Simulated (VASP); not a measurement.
Consider the following.

```
CELL_PARAMETERS angstrom
      3.21167     0.00000     0.00000
     -1.60583     2.78139     0.00000
      0.00000     0.00000     5.20547
ATOMIC_POSITIONS crystal
  Mg 0.33333 0.66667 0.25000
  Mg 0.66667 0.33333 0.75000
```

Computed with PBE GGA, VASP's PBE PAW potentials (set 64) (plane waves; VASP). Settings: 300 eV cut-off, 12×12×7 Γ-centred mesh, Gaussian smearing of 0.10 eV, potentials Mg.

Give the stress tensor in GPa (positive for a compressed cell).

```
-0.36   0.00   0.00
 0.00  -0.36   0.00
 0.00   0.00  -1.18
```
The pressure is its mean diagonal, -0.63 GPa.

The structure comes from a computed database's Mg entry; how it stands against other phases isn't given here. The cell was not relaxed at this level.
